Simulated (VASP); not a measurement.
An input for Quantum ESPRESSO's pw.x (written as the equivalent of a VASP run, and not itself run):

```
&CONTROL
  calculation = 'scf'
  pseudo_dir = './pseudo'
  outdir = './out'
  tprnfor = .true.
  tstress = .true.
/
&SYSTEM
  ibrav = 0
  nat = 2
  ntyp = 2
  ecutwfc = 84
  occupations = 'smearing'
  smearing = 'methfessel-paxton'
  degauss = 0.00735
  input_dft = 'revpbe'
/
&ELECTRONS
  conv_thr = 7.3e-09
  electron_maxstep = 100
/
ATOMIC_SPECIES
  Zr 91.224 Zr.upf
  N 14.007 N.upf
CELL_PARAMETERS angstrom
     0.0000000    2.3064613    2.3064613
     2.3064613    0.0000000    2.3064613
     2.3064613    2.3064613    0.0000000
ATOMIC_POSITIONS crystal
  Zr   0.0000000  0.0000000  0.0000000
  N    0.5000000  0.5000000  0.5000000
K_POINTS automatic
  14 14 14 0 0 0
```

Question: Translate this input to VASP (INCAR, KPOINTS, POSCAR, choice of POTCAR).

Answer: Several could match; the one computed here: 
INCAR:
```
ISIF=2
NELM=100
LCHARG=.FALSE.
SYSTEM=ZrN
PREC=Accurate
LWAVE=.FALSE.
ENCUT=520
GGA=RE
LASPH=.TRUE.   ! aspherical one-centre terms
EDIFF=1E-7   ! SCF stop (eV)
ALGO=Normal
ISMEAR=1   ! Methfessel-Paxton
SIGMA=0.1
LMAXMIX=4
LREAL=.FALSE.
```

### KPOINTS
```
Automatic mesh
0
Gamma
14 14 14
0 0 0
```

POSCAR:
```
ZrN
1
    0.0000000000     2.3064612525     2.3064612525
    2.3064612525     0.0000000000     2.3064612525
    2.3064612525     2.3064612525     0.0000000000
Zr N
1 1
Direct
  0.0000000000   0.0000000000   0.0000000000
  0.5000000000   0.5000000000   0.5000000000
```

POTCAR, in this order: Zr_sv N (PBE.64 set). Program: vasp_std.

The two are equivalent in intent, not identical: the potentials are each code's own (VASP's PAW set, PseudoDojo norm-conserving files in pw.x), so ENCUT and ecutwfc are chosen apart and not converted; conv_thr bounds pw.x's estimated SCF error, while EDIFF bounds the energy change between steps.

The compound is ZrN in the rock salt structure. It was relaxed first.
